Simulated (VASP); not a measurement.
Consider the following.

```yaml
crystal:
  lattice:
    - [4.03884, 0.00000, 0.00000]
    - [0.00000, 4.03884, 0.00000]
    - [0.00000, 0.00000, 4.03884]
  atoms:
    - { symbol: Ba, position: [0.00000, 0.00000, 0.00000] }
    - { symbol: Hf, position: [0.50000, 0.50000, 0.50000] }
    - { symbol: O, position: [0.50000, 0.00000, 0.50000] }
    - { symbol: O, position: [0.00000, 0.50000, 0.50000] }
    - { symbol: O, position: [0.50000, 0.50000, 0.00000] }
```

The numbers are results of LDA (Ceperley-Alder, Perdew-Zunger), VASP's LDA PAW potentials (set 64) (plane waves; VASP), not measurements. Settings: 520 eV cut-off, 6×6×6 Γ-centred mesh, Gaussian smearing of 0.050 eV, potentials Ba_sv Hf_pv O.

### Question
Give the stress tensor in GPa (positive for a compressed cell).

### Answer

```
13.11   0.00   0.00
 0.00  13.11   0.00
 0.00   0.00  13.11
```
The pressure is its mean diagonal, 13.11 GPa.

The compound is BaHfO3 in the cubic perovskite structure. This cell is one point of a volume scan, at 0.94 of the reference volume.
